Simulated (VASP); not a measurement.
Crystal: BaMg4Sn3.

```
Ba Mg Sn
1.0
     4.89931    0.00000    0.00000
     0.00000    4.89931    0.00000
     0.00000    0.00000    9.24773
Ba Mg Sn
1 4 3
Cartesian
  0.0000 0.0000 0.0000
  0.0000 2.4497 2.9481
  2.4497 0.0000 2.9481
  0.0000 2.4497 6.2996
  2.4497 0.0000 6.2996
  0.0000 0.0000 4.6239
  2.4497 2.4497 1.3615
  2.4497 2.4497 7.8862
```

The cell was built by a generator and needn't be a form met in nature.

Base run:

* Program: VASP 6.6.1
* Functional: PBE
* Dispersion: D3(BJ)
* Potentials or basis: VASP PAW PBE potentials, release 64 (Ba_sv, Mg, Sn_d)
* Cutoff: 520 eV
* k mesh: 4 × 4 × 2
* Occupations: fermi-dirac, width 0.1 eV
* Spin: no spin polarisation

Its results: band gap on the k mesh none (metal or under the smearing width); pressure -0.6 GPa; largest force 0.925 eV/Å.

Q: The run is repeated on the same cell with these changes: dispersion from D3(BJ) to none; occupations from fermi-dirac, width 0.1 eV to gaussian, width 0.1 eV. What comes out?

A: Band gap on the k mesh none (metal or under the smearing width); pressure 1.3 GPa; largest force 0.935 eV/Å.

Caveats: pairwise dispersion overbinds metals, which lowers pressure and volume (some runs).
